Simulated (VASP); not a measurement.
Consider the following.

```
CELL_PARAMETERS angstrom
      0.00000     3.14422     3.14422
      3.14422     0.00000     3.14422
      3.14422     3.14422     0.00000
ATOMIC_POSITIONS crystal
  Ba 0.00000 0.00000 0.00000
  F  0.25000 0.25000 0.25000
  F  0.75000 0.75000 0.75000
```

The numbers are results of PBE GGA, VASP's PBE PAW potentials (set 64) (plane waves; VASP), not measurements. Numerical set-up: 650 eV cut-off, 6×6×6 Γ-centred mesh, Gaussian smearing of 0.050 eV, potentials Ba_sv F.

Problem. Give the elastic stiffness tensor with the ions relaxed (GPa, in the frame of the cell).

Solution. 
```
      xx    yy    zz    yz    xz    xy
--  ----  ----  ----  ----  ----  ----
xx  86.0  36.5  36.5   0.0   0.0   0.0
yy  36.5  86.0  36.5   0.0   0.0   0.0
zz  36.5  36.5  86.0   0.0   0.0   0.0
yz   0.0   0.0   0.0  23.2   0.0   0.0
xz   0.0   0.0   0.0   0.0  23.2   0.0
xy   0.0   0.0   0.0   0.0   0.0  23.2
```

Problem. Estimate the Hill bulk modulus, Hill shear modulus, Young's modulus, Poisson's ratio.

Solution. 
| Item | Result |
|---|---|
| Hill bulk modulus | 53.0 GPa |
| Hill shear modulus | 23.8 GPa |
| Young's modulus | 62.1 GPa |
| Poisson's ratio | 0.305 |

The compound is BaF2 in the fluorite structure. It was relaxed first.
